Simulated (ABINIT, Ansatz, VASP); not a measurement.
**One structure in several programs: CsPbBr3 (Pm-3m, 5 atoms in the cell)**

Self-consistent single point.

```xyz
5
Lattice="5.8700 0.0000 0.0000 0.0000 5.8700 0.0000 0.0000 0.0000 5.8700" Properties=species:S:1:pos:R:3 pbc="T T T"
Cs     0.0000     0.0000     0.0000
Pb     2.9350     2.9350     2.9350
Br     2.9350     0.0000     2.9350
Br     0.0000     2.9350     2.9350
Br     2.9350     2.9350     0.0000
```

Shared settings, as Ansatz (an electronic-structure program) writes them: kpoints.mp_grid.grid = 3 3 3; magnetization.spin_orbit = true; scf.occupations.method = fermi_dirac; scf.occupations.width = 0.01 eV. Potentials and cutoffs stand in the table.

```json
[
 {"code": "VASP", "model": "PBE, spin-orbit coupling, VASP's PBE PAW potentials (set 64)", "pressure (GPa)": "0.93", "cutoff": "300 eV"},
 {"code": "ABINIT", "model": "PBE, spin-orbit coupling, PAW (JTH v2.0 PBE PAW)", "pressure (GPa)": "0.97", "cutoff": "21 Ha"},
 {"code": "Ansatz", "model": "PBE with spin-orbit coupling, default PAW files", "pressure (GPa)": "1.02", "cutoff": "420 eV"}
]
```

The spread over the programs that give each value: pressure within 0.09 GPa.

Ansatz's pressure is given at a fixed set of plane waves, as the other plane-wave codes print theirs.

The shared mesh is coarse (it stands for a supercell whose shortest vector is 18 Å), so the values are not converged in it.

This mesh misses zone-boundary points where a band edge of such crystals can lie, so no gaps are given.

VASP's run is marked for a possible Pulay error in its stress at this cutoff; no cutoff test was made.

The starting cell has typed, rounded lattice constants, without a prior relaxation at this level.

Left out of this page: Quantum ESPRESSO and SIESTA (not drawn, or without a comparable value); FLEUR (failed or unconverged).

Keys are those of Ansatz 0.2.
